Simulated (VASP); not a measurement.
```xyz
2
Lattice="0.0532 3.5482 3.5482 3.6014 0.0000 3.6014 3.5482 3.5482 0.0532" Properties=species:S:1:pos:R:3 pbc="T T T"
K      0.0000     0.0000     0.0000
I      3.6014     3.5482     3.6014
```

All values below come from r2SCAN meta-GGA, VASP's PBE PAW potentials (set 64) (plane waves; VASP). Numerical set-up: 480 eV cut-off, 6×6×6 Γ-centred mesh, Gaussian smearing of 0.050 eV, potentials K_sv I.

Unless said otherwise, spin-orbit coupling is left out, though it shifts the bands of the heavy elements here.

Problem. Predict the energy per atom (σ→0), band gap (on the k-mesh) with the smallest direct gap where there is one.

Solution. 
- band gap (on the k-mesh) = 4.53 eV
- smallest direct gap (on the k-mesh) = 4.53 eV
- energy per atom (σ→0) = -16.991 eV/atom

The compound is KI in the rock salt structure. This cell was strained or had an atom moved on purpose.
